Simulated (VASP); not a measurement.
An input for Ansatz (written as the equivalent of a VASP run, and not itself run):

Ansatz 0.2 input:
```yaml
crystal:
  lattice:
    - [0.0000000, 2.7783653, 2.7783653]
    - [2.7783653, 0.0000000, 2.7783653]
    - [2.7783653, 2.7783653, 0.0000000]
  atoms:
    - { symbol: Ge, position: [0.0000000, 0.0000000, 0.0000000] }
    - { symbol: Ge, position: [0.2500000, 0.2500000, 0.2500000] }
kpoints:
  mp_grid: { grid: [8, 8, 8] }
hamiltonian:
  xc: r2scan
  pseudopotentials: { kind: paw }
scf:
  occupations: { method: gaussian, width: 0.05 }
  max_iter: 100
output: { forces: true, stress: true, eigenvalues: true }
```

Task: Translate this input to VASP (INCAR, KPOINTS, POSCAR, choice of POTCAR).

Result: Several could match; the one computed here: 
INCAR:
```
SYSTEM = Ge
PREC = Accurate; ENCUT = 520; LREAL = .FALSE.
LASPH = .TRUE.
EDIFF = 1E-7; NELM = 100; ALGO = Normal
LMAXMIX = 4; LMIXTAU = .TRUE.
ISMEAR = 0; SIGMA = 0.05
METAGGA = R2SCAN
ISIF = 2
LWAVE = .FALSE.; LCHARG = .FALSE.
```

**KPOINTS**
```
kpoints
0
gamma
8 8 8
```

POSCAR:
```
Ge
1.0
  0.0000000000   2.7783653140   2.7783653140
  2.7783653140   0.0000000000   2.7783653140
  2.7783653140   2.7783653140   0.0000000000
Ge
2
Cart
  0.0000000000   0.0000000000   0.0000000000
  1.3891826570   1.3891826570   1.3891826570
```

POTCAR, in this order: Ge_d (PBE.64 set). Program: vasp_std.

What does not carry over: each code has its own PAW files, so the cut-off isn't converted (ENCUT is set for VASP's; basis.ecutwfc is left out, and Ansatz then takes the one that its files recommend); Ansatz stops its SCF on the density residual and VASP on the energy change (EDIFF).

The compound is Ge in the diamond structure. This cell is one point of a volume scan, at 0.94 of the reference volume.
